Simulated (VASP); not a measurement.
All values below come from PBE GGA, VASP's PBE PAW potentials (set 64) (plane waves; VASP).

The input files of a VASP run:

### INCAR
```
! general
SYSTEM  = CsI
PREC    = Single
ENCUT   = 400
LREAL   = .False.
LASPH   = .True.

! electronic loop
EDIFF   = 1E-6
NELM    = 100
ALGO    = Normal
LMAXMIX = 4

! smearing
ISMEAR  = 0
SIGMA   = 0.05

! functional
GGA     = PE

! ions
ISIF    = 2

! output
LWAVE   = .False.
LCHARG  = .False.
```

### POSCAR
```
CsI
1
    5.5296900000     0.0000000000     0.0000000000
    0.0000000000     5.5296900000     0.0000000000
    0.0000000000     0.0000000000     9.7367160000
Cs I
2 2
Direct
  0.0000000000   0.5000000000   0.0000000000
  0.5000000000   0.0000000000   0.5000000000
  0.0000000000   0.0000000000   0.2500000000
  0.0000000000   0.0000000000   0.7500000000
```

### KPOINTS
```
K-points
0
G
4 4 2
```

POTCAR, in this order: Cs_sv I (PBE.64 set). Program: vasp_std.

Unless said otherwise, spin-orbit coupling is left out, though it shifts the bands of the heavy elements here.

Q: What does the run give for the energy per atom (σ→0), band gap (on the k-mesh)?

A: 
The energy per atom (σ→0) comes out as -2.601 eV/atom and the band gap (on the k-mesh) comes out as 3.11 eV.

OSZICAR:
```
...
DAV:   8    -0.103938993328E+02   -0.28734E-01   -0.55952E-02   488   0.130E+00    0.320E-01
DAV:   9    -0.103996648835E+02   -0.57656E-02   -0.22917E-02   548   0.545E-01    0.164E-01
DAV:  10    -0.104038570351E+02   -0.41922E-02   -0.55927E-03   488   0.448E-01    0.550E-02
DAV:  11    -0.104039675129E+02   -0.11048E-03   -0.22080E-04   556   0.804E-02    0.236E-02
DAV:  12    -0.104040186515E+02   -0.51139E-04   -0.44967E-05   492   0.535E-02    0.433E-03
DAV:  13    -0.104040212296E+02   -0.25781E-05   -0.21982E-06   432   0.114E-02    0.183E-03
DAV:  14    -0.104040218476E+02   -0.61805E-06   -0.61279E-07   328   0.596E-03
   1 F= -.10404022E+02 E0= -.10404022E+02  d E =-.257313E-18
```

The structure was generated: CsI was put into the PtS type (P4_2/mmc), which need not be its known phase. The cell was not relaxed at this level. The run is one of a series of settings (PREC = Single against the base run), some of them coarse on purpose.
